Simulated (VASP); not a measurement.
Input:

```
Na
1.0
   -1.85949     1.85949     1.85949
    1.85949    -1.85949     1.85949
    1.85949     1.85949    -1.85949
Na
1
Cartesian
  0.00000   0.00000   0.00000
```

Method: PBEsol GGA, VASP's PBE PAW potentials (set 64) (plane waves; VASP 6.6.1). Numerical set-up: 500 eV cut-off, 14×14×14 Γ-centred mesh, first-order Methfessel-Paxton smearing of 0.10 eV, potentials Na_pv.

Energy and stress use the plane-wave basis of the starting cell.

Question: The ions, cell shape and volume at an external pressure of 10.0 GPa are relaxed. What does this cell relax into?

Answer: 
```
Na
1.0
   -1.76526     1.76526     1.76526
    1.76526    -1.76526     1.76526
    1.76526     1.76526    -1.76526
Na
1
Direct
  0.00000   0.00000   0.00000
```
Space group Im-3m (229), at a tolerance of 0.03 Å.

Question: How do energy and volume change from the first to the last step?

Answer: The energy (σ→0) changes by +169.7 meV/atom and the volume by -14.4 %, in 3 ionic steps.

```
step  E(σ→0) (eV)  max force (eV/Å)  pressure (GPa)  volume (Å³)
----  -----------  ----------------  --------------  -----------
1         -1.2695             0.000            5.03        25.72
2         -1.1495             0.000            8.58        22.86
3         -1.0997             0.000           10.00        22.00
```

The compound is Na in the bcc structure. This run relaxes it under an external pressure of 10 GPa. Symmetry was kept, so distortions that lower it aren't found.
